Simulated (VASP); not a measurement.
Input:

```yaml
crystal:
  lattice:
    - [-1.44310, 1.44310, 1.44310]
    - [1.44310, -1.44310, 1.44310]
    - [1.44310, 1.44310, -1.44310]
  atoms:
    - { symbol: Fe, position: [0.00000, 0.00000, 0.00000], spin: 2.7 }
```

Method: r2SCAN meta-GGA, VASP's PBE PAW potentials (set 64) (plane waves; VASP). Numerical set-up: 520 eV cut-off, 18×18×18 Γ-centred mesh, first-order Methfessel-Paxton smearing of 0.10 eV, potentials Fe.

### Question
Give the stress tensor in GPa (positive for a compressed cell).

### Answer

```
-4.70   0.00   0.00
 0.00  -4.70   0.00
 0.00   0.00  -4.70
```
The pressure is its mean diagonal, -4.70 GPa.

The compound is Fe in the bcc structure. This cell is one point of a volume scan, at 1.03 of the reference volume.
